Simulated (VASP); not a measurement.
These are LDA (Ceperley-Alder, Perdew-Zunger), VASP's LDA PAW potentials (set 64) (plane waves; VASP) values and carry that method's errors.

A VASP calculation is set up with these files.

### POSCAR
```
CoSi2
3.7323680
  0.0000000000   0.7071067765   0.7071067765
  0.7071067765   0.0000000000   0.7071067765
  0.7071067765   0.7071067765   0.0000000000
Co Si
1 2
Cart
  0.0000000000   0.0000000000   0.0000000000
  0.3535533882   0.3535533882   0.3535533882
  1.0606601647   1.0606601647   1.0606601647
```

**KPOINTS**
```
Automatic mesh
0
Gamma
11 11 11
0 0 0
```

INCAR:
```
ALGO = Normal
EDIFF = 1E-7
ENCUT = 520
ISIF = 2
ISMEAR = -5
LASPH = T
LCHARG = T
LEFG = T
LMAXMIX = 4
LORBIT = 11
LREAL = F
LWAVE = F
NEDOS = 601
NELM = 100
PREC = Accurate
SYSTEM = CoSi2
```

POTCAR, in this order: Co Si (LDA.64 set). Program: vasp_std.

Output

File OSZICAR:
```
       N       E                     dE             d eps       ncg     rms          rms(c)
DAV:   1     0.690053735477E+02    0.69005E+02   -0.71849E+03  1352   0.136E+03
DAV:   2    -0.189183417961E+02   -0.87924E+02   -0.81856E+02  1360   0.259E+02
DAV:   3    -0.232563645354E+02   -0.43380E+01   -0.42096E+01  1748   0.680E+01
DAV:   4    -0.233514662390E+02   -0.95102E-01   -0.95046E-01  1656   0.954E+00
DAV:   5    -0.233544041038E+02   -0.29379E-02   -0.29425E-02  1784   0.171E+00    0.148E+01
DAV:   6    -0.260310325082E+02   -0.26766E+01   -0.34252E+01  1668   0.131E+02    0.160E+01
DAV:   7    -0.219857251875E+02    0.40453E+01   -0.14946E+01  1796   0.103E+02    0.396E+00
DAV:   8    -0.219631116774E+02    0.22614E-01   -0.84532E-01  1544   0.730E+00    0.180E+00
DAV:   9    -0.219299243814E+02    0.33187E-01   -0.11228E-01  1760   0.737E+00    0.439E-01
DAV:  10    -0.219294233481E+02    0.50103E-03   -0.74546E-03  1800   0.128E+00    0.133E-01
DAV:  11    -0.219292982731E+02    0.12507E-03   -0.90083E-04  1828   0.649E-01    0.424E-02
DAV:  12    -0.219292957735E+02    0.24996E-05   -0.37005E-05  1652   0.687E-02    0.140E-02
DAV:  13    -0.219292919318E+02    0.38418E-05   -0.31117E-06  2120   0.266E-02    0.571E-03
DAV:  14    -0.219292916435E+02    0.28829E-06   -0.23137E-07  1356   0.438E-03    0.318E-03
DAV:  15    -0.219292926463E+02   -0.10028E-05   -0.21979E-07   988   0.106E-02    0.713E-04
DAV:  16    -0.219292927897E+02   -0.14342E-06   -0.77399E-08   784   0.213E-03    0.163E-04
DAV:  17    -0.219292927720E+02    0.17699E-07   -0.82977E-09   776   0.136E-03
   1 F= -.21929293E+02 E0= -.21929293E+02  d E =0.000000E+00
```

OUTCAR:
```
------------------------ aborting loop because EDIFF is reached ----------------------------------------
  FORCE on cell =-STRESS in cart. coord.  units (eV):
  Direction    XX          YY          ZZ          XY          YZ          ZX
  --------------------------------------------------------------------------------------
  Total       -0.0702094     -0.0702094     -0.0702094      0.0000000      0.0000000      0.0000000
  in kB       -3.0596181     -3.0596181     -3.0596181      0.0000000      0.0000000      0.0000000
  external PRESSURE =      -3.0596181 kB  Pullay stress =       0.0000000 kB
  volume of cell :       36.77
      direct lattice vectors                 reciprocal lattice vectors
     0.000000000  2.639182705  2.639182705    -0.189452590  0.189452590  0.189452590
     2.639182705  0.000000000  2.639182705     0.189452590 -0.189452590  0.189452590
     2.639182705  2.639182705  0.000000000     0.189452590  0.189452590 -0.189452590
 POSITION                                       TOTAL-FORCE (eV/Angst)
 -----------------------------------------------------------------------------------
      0.00000      0.00000      0.00000        -0.000000     -0.000000     -0.000000
      1.31959      1.31959      1.31959         0.000000      0.000000      0.000000
      3.95877      3.95877      3.95877        -0.000000     -0.000000     -0.000000
 -----------------------------------------------------------------------------------
    total drift:                               -0.000000     -0.000000      0.000000
  FREE ENERGIE OF THE ION-ELECTRON SYSTEM (eV)
  ---------------------------------------------------
  free  energy   TOTEN  =       -21.9292927720 eV

  energy  without entropy=      -21.9292927720  energy(sigma->0) =      -21.92929277

 total charge

# of ion       s       p       d       tot
------------------------------------------
    1        0.566   0.771   7.666   9.003
    2        0.723   0.909   0.000   1.631
    3        0.723   0.909   0.000   1.631
--------------------------------------------------
tot          2.012   2.588   7.666  12.265

 Electric field gradients after diagonalization (V/A^2)
 (convention: |V_zz| > |V_xx| > |V_yy|)
----------------------------------------------------------------------
 ion       V_xx      V_yy      V_zz     asymmetry (V_yy - V_xx)/ V_zz
----------------------------------------------------------------------
   1       0.002     0.002    -0.004       0.000
   2       0.000     0.000    -0.000       0.000
   3       0.000     0.000    -0.000       0.000
```
(Selected blocks of OUTCAR.)

For a metal the tetrahedron method with Blöchl corrections gives inexact stress and forces.

The compound is CoSi2 in the fluorite structure. It was relaxed first. The run is not spin-polarised, so no magnetic state was tried. The electron count is odd and the run is not spin-polarised, which forces a metal.
